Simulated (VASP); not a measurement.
Input:

```xyz
4
Lattice="1.4988 -2.5959 0.0000 1.4988 2.5959 0.0000 0.0000 0.0000 4.9173" Properties=species:S:1:pos:R:3 pbc="T T T"
Si     1.4988    -0.8653     2.4568
Si     1.4988     0.8653     4.9155
C      1.4988    -0.8653     4.3044
C      1.4988     0.8653     1.8458
```

These are r2SCAN meta-GGA, VASP's PBE PAW potentials (set 64) (plane waves; VASP) values and carry that method's errors. Run with 600 eV cut-off, 8×8×4 Γ-centred mesh, Gaussian smearing of 0.050 eV, potentials Si C.

**Question.** What does the run give for the energy per atom (σ→0), pressure?

**Answer.** 
```
Item                           Result
---------------------  --------------
energy per atom (σ→0)  -9.615 eV/atom
pressure                    20.06 GPa
```

Total energies compare only between runs with the same potentials, cut-off and functional.

The compound is SiC in the wurtzite structure, the rare 2H polytype. It was relaxed first under an external pressure of 20 GPa.
